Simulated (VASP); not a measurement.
# SbPd4 (Im-3m) in VASP: a series of runs

One crystal, SbPd4, is run at these levels: PBE; tasks: single point, relaxation of cell and atoms.

All numbers are computed with VASP 6.6.1; they aren't measurements. Logs are shortened: lines on timing, memory, paths and dates and some standing lists are left out, and cuts for length are marked.

### Step 1. The cell of the first run

It takes space group Im-3m (No. 229, cubic). The conventional cell has a = 5.920 Å, b = 5.920 Å, c = 5.920 Å, α = 90.00°, β = 90.00°, γ = 90.00°. Sb (site symmetry m-3m) has 8 Pd at 2.56 Å as nearest neighbours. Pd (site symmetry -3m) is surrounded by 2 Sb at 2.56 Å.

The cell was built by a generator and needn't be a form met in nature.

### Step 2. Single point, PBE (species swapped into the Hg4Pt type (Im-3m, No. 229))

INCAR reads:

```
SYSTEM = SbPd4
  ALGO = Normal
  EDIFF = 1E-6
  ENCUT = 520
  GGA = PE
  ISIF = 2
  ISMEAR = 0
  LASPH = .True.
  LCHARG = .False.
  LREAL = .False.
  LWAVE = .False.
  NBANDS = 30
  NELM = 80
  PREC = Accurate
  SIGMA = 0.1
```

KPOINTS reads:

```
k-points
0
Gamma
  4 4 4
  0 0 0
```

POSCAR reads:

```
SbPd4
1.0
   -2.9599755397      2.9599755397      2.9599755397
    2.9599755397     -2.9599755397      2.9599755397
    2.9599755397      2.9599755397     -2.9599755397
Sb Pd
1 4
Direct
    0.0000000000      0.0000000000      0.0000000000
    0.5000000000      0.5000000000      0.5000000000
    0.5000000000      0.0000000000      0.0000000000
    0.0000000000      0.0000000000      0.5000000000
    0.0000000000      0.5000000000      0.0000000000
```

Potentials or basis: VASP PAW PBE potentials, release 64 (Sb, Pd).

The run is started by

```
> cat potpaw_PBE.64/Sb/POTCAR potpaw_PBE.64/Pd/POTCAR > POTCAR
> mpirun -np 1 vasp_std > vasp.out
```

OUTCAR:

```text
SYSTEM = SbPd4
   EDIFF = 1E-6
   ENCUT = 520
   GGA = PE
   ISIF = 2
   ISMEAR = 0
   LASPH = .True.
   LREAL = .False.
   NELM = 80
   PREC = Accurate

 ion  position               nearest neighbor table
   1  0.000  0.000  0.000-   2 2.56   3 2.56   4 2.56   5 2.56   4 2.56   5 2.56   3 2.56   2 2.56

   2  0.500  0.500  0.500-   1 2.56   1 2.56   4 2.96   5 2.96   3 2.96   5 2.96   4 2.96   3 2.96

   3  0.500  0.000  0.000-   1 2.56   1 2.56   4 2.96   5 2.96   2 2.96   2 2.96   4 2.96   5 2.96

   4  0.000  0.000  0.500-   1 2.56   1 2.56   3 2.96   5 2.96   2 2.96   5 2.96   3 2.96   2 2.96

   5  0.000  0.500  0.000-   1 2.56   1 2.56   3 2.96   4 2.96   2 2.96   4 2.96   2 2.96   3 2.96

  LATTYP: Found a body centered cubic cell.
 ALAT       =     5.9199510794

  Lattice vectors:

 A1 = (  -2.9599755397,   2.9599755397,   2.9599755397)
 A2 = (   2.9599755397,  -2.9599755397,   2.9599755397)
 A3 = (   2.9599755397,   2.9599755397,  -2.9599755397)

Analysis of symmetry for initial positions (statically):
=====================================================================
 Subroutine PRICEL returns:
 Original cell was already a primitive cell.

 Routine SETGRP: Setting up the symmetry group for a
 body centered cubic supercell.

 Subroutine GETGRP returns: Found 48 space group operations
 (whereof 48 operations were pure point group operations)
 out of a pool of 48 trial point group operations.

The static configuration has the point symmetry O_h .

Analysis of symmetry for dynamics (positions and initial velocities):
=====================================================================
 Subroutine PRICEL returns:
 Original cell was already a primitive cell.

 Routine SETGRP: Setting up the symmetry group for a
 body centered cubic supercell.

 Subroutine GETGRP returns: Found 48 space group operations
 (whereof 48 operations were pure point group operations)
 out of a pool of 48 trial point group operations.

The dynamic configuration has the point symmetry O_h .

 Subroutine INISYM returns: Found 48 space group operations
 (whereof 48 operations are pure point group operations),
 and found     1 'primitive' translations

----------------------------------------------------------------------------------------

                                     Primitive cell

  volume of cell :     103.7348

  direct lattice vectors                    reciprocal lattice vectors
    -2.959975540  2.959975540  2.959975540     0.000000000  0.168920315  0.168920315
     2.959975540 -2.959975540  2.959975540     0.168920315  0.000000000  0.168920315
     2.959975540  2.959975540 -2.959975540     0.168920315  0.168920315  0.000000000

  length of vectors
     5.126828024  5.126828024  5.126828024     0.238889400  0.238889400  0.238889400

  position of ions in fractional coordinates (direct lattice)
     0.000000000  0.000000000  0.000000000
     0.500000000  0.500000000  0.500000000
     0.500000000  0.000000000  0.000000000
     0.000000000  0.000000000  0.500000000
     0.000000000  0.500000000  0.000000000

  ion indices of the primitive-cell ions
   primitive index   ion index
                 1           1
                 2           2
                 3           3
                 4           4
                 5           5

----------------------------------------------------------------------------------------

 KPOINTS: k-points

Automatic generation of k-mesh.
 Grid dimensions read from file:
 generate k-points for:    4    4    4

 Generating k-lattice:

  Cartesian coordinates                     Fractional coordinates (reciprocal lattice)
     0.000000000  0.042230079  0.042230079     0.250000000  0.000000000  0.000000000
     0.042230079  0.000000000  0.042230079     0.000000000  0.250000000  0.000000000
     0.042230079  0.042230079  0.000000000     0.000000000  0.000000000  0.250000000

  Length of vectors
     0.059722350  0.059722350  0.059722350

  Shift w.r.t. Gamma in fractional coordinates (k-lattice)
     0.000000000  0.000000000  0.000000000

 Subroutine IBZKPT returns following result:
 ===========================================

 Found      8 irreducible k-points:

 Following reciprocal coordinates:
            Coordinates               Weight
  0.000000  0.000000  0.000000      1.000000
  0.250000  0.000000  0.000000     12.000000
  0.500000  0.000000  0.000000      6.000000
  0.250000  0.250000  0.000000     24.000000
  0.250000  0.250000  0.250000      2.000000
 -0.250000  0.250000  0.250000      6.000000
  0.500000  0.500000  0.250000     12.000000
  0.500000  0.500000  0.500000      1.000000
   k-points           NKPTS =      8   k-points in BZ     NKDIM =      8   number of bands    NBANDS=     30
   number of dos      NEDOS =    301   number of ions     NIONS =      5
   total plane-waves  NPLWV =  64000
   dimension x,y,z NGX =    40 NGY =   40 NGZ =   40
   dimension x,y,z NGXF=    80 NGYF=   80 NGZF=   80
   ions per type =               1   4
   NGX,Y,Z   is equivalent  to a cutoff of  12.97, 12.97, 12.97 a.u.
   NGXF,Y,Z  is equivalent  to a cutoff of  25.94, 25.94, 25.94 a.u.
 SYSTEM =  SbPd4
   PREC   = accura    normal or accurate (medium, high low for compatibility)
   ISTART =      0    job   : 0-new  1-cont  2-samecut
   ICHARG =      2    charge: 1-file 2-atom 10-const
   ISPIN  =      1    spin polarized calculation?
   LNONCOLLINEAR =      F non collinear calculations
   LSORBIT =      F    spin-orbit coupling
   LASPH  =      T    aspherical Exc in radial PAW
   ENCUT  =  520.0 eV  38.22 Ry    6.18 a.u.   9.53  9.53  9.53*2*pi/ulx,y,z
   NELM   =     80;   NELMIN=  2; NELMDL= -5     # of ELM steps
   EDIFF  = 0.1E-05   stopping-criterion for ELM
   LREAL  =      F    real-space projection
   EDIFFG = 0.1E-04   stopping-criterion for IOM
   NSW    =      0    number of steps for IOM
   IBRION =     -1    ionic relax: 0-MD 1-quasi-New 2-CG
   NFREE  =      0    steps in history (QN), initial steepest desc. (CG)
   ISIF   =      2    stress and relaxation
   ISYM   =      2    0-nonsym 1-usesym 2-fastsym
   POTIM  = 0.5000    time-step for ionic-motion
   TEBEG  =    0.0;   TEEND  =   0.0 temperature during run
   PSTRESS=    0.0 pullay stress
   NELECT =      45.0000    total number of electrons
   NUPDOWN=      -1.0000    fix difference up-down
   EMIN   =  10.00;   EMAX   =-10.00  energy-range for DOS
   EFERMI =   0.00;   METHOD = LEGACY
   ISMEAR =     0;   SIGMA  =   0.10  broadening in eV -4-tet -1-fermi 0-gaus
   EFERMI_NEDOS =   21; number of points for ismear=-14 and -15
   IALGO  =     38    algorithm
   IMIX   =      4    mixing-type and parameters
     AMIX     =   0.40;   BMIX     =  1.00
     AMIX_MAG =   1.60;   BMIX_MAG =  1.00
  volume/ion in A,a.u.               =      20.75       140.01
  Fermi-wavevector in a.u.,A,eV,Ry     =   1.239284  2.341907 20.896169  1.535825
  Thomas-Fermi vector in A             =   2.373774
   LORBIT       =      0    0 simple, 1 ext, 2 COOP (PROOUT), +10 PAW based schemes
   GGA     = PE    functional components
   LHFCALC =     F    Hartree Fock is set to
   AEXX    =    0.0000 exact exchange contribution
   IVDW    =     0    specifies the selected vdW correction
   LEPSILON=     F    determine dielectric tensor
   LRPA    =     F    only Hartree local field effects (RPA)
 non-spin polarized calculation
 Gauss-broadening in eV      SIGMA  =   0.10
  energy-cutoff  :      520.00
  volume of cell :      103.73
 maximum number of plane-waves:      2808
 NGX is ok and might be reduce to    40
   NGX = 19   NGY = 19   NGZ = 19

 number of electron      45.0000013 magnetization

 Free energy of the ion-electron system (eV)
  ---------------------------------------------------
  ext. energy  EPLUGINS =         0.00000000
  ---------------------------------------------------
  free energy    TOTEN  =       -24.47023809 eV

  energy without entropy =      -24.44415176  energy(sigma->0) =      -24.45719493

 E-fermi :   6.4657     XC(G=0): -10.9478

 val. band max:        6.4311539634   @ k =  -0.2500   0.2500   0.2500
 cond. band min:       6.4888681887   @ k =   0.5000   0.5000   0.5000
 fundamental gap:      0.0577142254
 Fermi energy:         6.4656913554

 k-point     1 :       0.0000    0.0000    0.0000
  band No.  band energies     occupation
      1      -4.7590      2.00000
      2       2.7152      2.00000
      3       2.7152      2.00000
      4       2.7615      2.00000
      5       3.4252      2.00000
      6       3.4252      2.00000
[... 22 lines left out ...]
     29      12.5947      0.00000
     30      12.5947      0.00000

 k-point     2 :       0.2500    0.0000    0.0000
  band No.  band energies     occupation
      1      -4.4106      2.00000
      2       1.9657      2.00000
      3       2.4783      2.00000
      4       2.6706      2.00000
      5       2.9774      2.00000
      6       3.1720      2.00000
[... 22 lines left out ...]
     29      13.3027      0.00000
     30      14.0012      0.00000

 k-point     3 :       0.5000    0.0000    0.0000
  band No.  band energies     occupation
      1      -3.9657      2.00000
      2       0.8054      2.00000
      3       1.8386      2.00000
      4       2.6122      2.00000
      5       3.2492      2.00000
      6       3.5268      2.00000
[... 22 lines left out ...]
     29      13.7874      0.00000
     30      13.8214      0.00000

 k-point     4 :       0.2500    0.2500    0.0000
  band No.  band energies     occupation
      1      -3.9789      2.00000
      2       1.1165      2.00000
      3       1.6686      2.00000
      4       2.4185      2.00000
      5       3.3155      2.00000
      6       3.7067      2.00000
[... 22 lines left out ...]
     29      13.0862      0.00000
     30      15.1748      0.00000

 k-point     5 :       0.2500    0.2500    0.2500
  band No.  band energies     occupation
      1      -3.9331      2.00000
      2       1.7119      2.00000
      3       1.7119      2.00000
      4       1.7119      2.00000
      5       3.9793      2.00000
      6       3.9793      2.00000
[... 22 lines left out ...]
     29      14.7407      0.00000
     30      14.7407      0.00000

 k-point     6 :      -0.2500    0.2500    0.2500
  band No.  band energies     occupation
      1      -4.0482      2.00000
      2       1.6276      2.00000
      3       1.6276      2.00000
      4       1.9135      2.00000
      5       3.0050      2.00000
      6       3.3832      2.00000
[... 22 lines left out ...]
     29      12.3518      0.00000
     30      12.7504      0.00000

 k-point     7 :       0.5000    0.5000    0.2500
  band No.  band energies     occupation
      1      -3.5734      2.00000
      2       0.6753      2.00000
      3       1.0818      2.00000
      4       1.6368      2.00000
      5       3.2714      2.00000
      6       3.3394      2.00000
[... 22 lines left out ...]
     29      14.2223      0.00000
     30      14.5923      0.00000

 k-point     8 :       0.5000    0.5000    0.5000
  band No.  band energies     occupation
      1      -3.0322      2.00000
      2       0.5544      2.00000
      3       0.5544      2.00000
      4       0.5544      2.00000
      5       3.2304      2.00000
      6       3.2304      2.00000
[... 22 lines left out ...]
     29      13.0408      0.00000
     30      14.2583      0.00000

------------------------ aborting loop because EDIFF is reached ----------------------------------------

  FORCE on cell =-STRESS in cart. coord.  units (eV):
  Direction    XX          YY          ZZ          XY          YZ          ZX
  --------------------------------------------------------------------------------------
  -------------------------------------------------------------------------------------
  Total        0.1276697      0.1276697      0.1276697      0.0000000      0.0000000      0.0000000
  in kB        1.9718505      1.9718505      1.9718505      0.0000000      0.0000000      0.0000000
  external PRESSURE =       1.9718505 kB  Pullay stress =       0.0000000 kB

 VOLUME and BASIS-vectors are now :
 -----------------------------------------------------------------------------
  energy-cutoff  :      520.00
  volume of cell :      103.73
      direct lattice vectors                 reciprocal lattice vectors
    -2.959975540  2.959975540  2.959975540     0.000000000  0.168920315  0.168920315
     2.959975540 -2.959975540  2.959975540     0.168920315  0.000000000  0.168920315
     2.959975540  2.959975540 -2.959975540     0.168920315  0.168920315  0.000000000

 POSITION                                       TOTAL-FORCE (eV/Angst)
 -----------------------------------------------------------------------------------
      0.00000      0.00000      0.00000         0.000000     -0.000000     -0.000000
      1.47999      1.47999      1.47999         0.000000      0.000000     -0.000000
     -1.47999      1.47999      1.47999         0.000000     -0.000000     -0.000000
      1.47999      1.47999     -1.47999        -0.000000      0.000000     -0.000000
      1.47999     -1.47999      1.47999        -0.000000      0.000000      0.000000
 -----------------------------------------------------------------------------------
    total drift:                                0.000000     -0.000000      0.000000

  FREE ENERGIE OF THE ION-ELECTRON SYSTEM (eV)
  ---------------------------------------------------
  free  energy   TOTEN  =       -24.4702380926 eV

  energy  without entropy=      -24.4441517592  energy(sigma->0) =      -24.45719493
```

Run time: 16 s. Hardware: 1 thread of AMD EPYC 9R45 (Zen 5), shared host; peak memory 0.2 GiB.

What came out:

| Item | Value |
| --- | --- |
| Free energy | -24.4702 eV |
| Pressure | 0.2 GPa |
| Band gap on the k mesh | none (metal or under the smearing width) |

Caveat: the k mesh is coarse (spacing up to 0.38 Å⁻¹), so the values aren't converged. Spin-orbit coupling is left out, which matters for the levels of Sb.

### Step 3. Relaxation of cell and atoms, PBE (species swapped into the Hg4Pt type (Im-3m, No. 229))

INCAR reads:

```
  ALGO = Normal
  EDIFF = 1E-6
  EDIFFG = -0.04
  ENCUT = 600
  GGA = PE
  IBRION = 2
  ISIF = 3
  ISMEAR = 0
  LASPH = True
  LCHARG = False
  LREAL = False
  LWAVE = False
  NELM = 80
  NSW = 90
  PREC = Accurate
  SIGMA = 0.1
```

KPOINTS reads:

```
k-points
0
Gamma
  4 4 4
```

Changes to POSCAR since step 2:

```diff
@@ -2,5 +2,5 @@
 1.0
-   -2.9599755397      2.9599755397      2.9599755397
-    2.9599755397     -2.9599755397      2.9599755397
-    2.9599755397      2.9599755397     -2.9599755397
+   -2.7724115700      2.7724115700      2.7724115700
+    2.7724115700     -2.7724115700      2.7724115700
+    2.7724115700      2.7724115700     -2.7724115700
 Sb Pd
```

Potentials or basis: VASP PAW PBE potentials, release 64 (Sb, Pd).

The run is started by

```
> cat potpaw_PBE.64/Sb/POTCAR potpaw_PBE.64/Pd/POTCAR > POTCAR
> mpirun -np 1 vasp_std > vasp.out
```

It took 60 s on 1 thread of AMD EPYC 9R45 (Zen 5), shared host; peak memory 0.22 GiB.

Results (log left out):

- Free energy: -24.4605 eV
- Relaxed volume: 20.77 Å³/atom
- Relaxed cell: a = 5.129 Å, b = 5.129 Å, c = 5.129 Å, α = 109.47°, β = 109.47°, γ = 109.47°
- Space group after relaxing (to 0.05 Å): Im-3m (No. 229)
- Energy gained by relaxing: 310.6 meV/atom
- Ionic steps: 5
- Pressure after relaxing: 0.1 GPa
- Band gap on the k mesh: none (metal or under the smearing width)

The path:
| step | energy change (eV) | largest force (eV/Å) | pressure (GPa) | volume (Å³) |
| --- | --- | --- | --- | --- |
| 1 | 0.0000 | 0.0000 | 32.32 | 85.24 |
| 2 | 0.1047 | 0.0000 | -12.94 | 135.08 |
| 3 | -1.5493 | 0.0000 | -1.05 | 105.09 |
| 4 | -1.5528 | 0.0000 | -0.31 | 104.28 |
| 5 | -1.5531 | 0.0000 | 0.07 | 103.87 |

Final structure:
```
CELL_PARAMETERS angstrom
-2.96126 2.96126 2.96126
2.96126 -2.96126 2.96126
2.96126 2.96126 -2.96126
ATOMIC_POSITIONS crystal
Sb 0.00000 0.00000 0.00000
Pd 0.50000 0.50000 0.50000
Pd 0.50000 0.00000 0.00000
Pd 0.00000 0.00000 0.50000
Pd 0.00000 0.50000 0.00000
```

Levels at points of the mesh, in eV from the Fermi level:
```tsv
k point	band 20	band 21	band 22	band 23	band 24	band 25
(0.00, 0.00, 0.00)	-0.72	-0.72	-0.08	-0.08	-0.08	3.42
(0.50, 0.00, 0.00)	-0.96	-0.94	-0.89	0.30	1.32	1.52
(0.50, 0.50, 0.50)	0.02	0.02	0.51	0.51	1.53	1.53
```

Caveat: the k mesh is coarse (spacing up to 0.40 Å⁻¹), so the values aren't converged; the volume moved by over 15 % at a fixed basis, so the end points are rough.
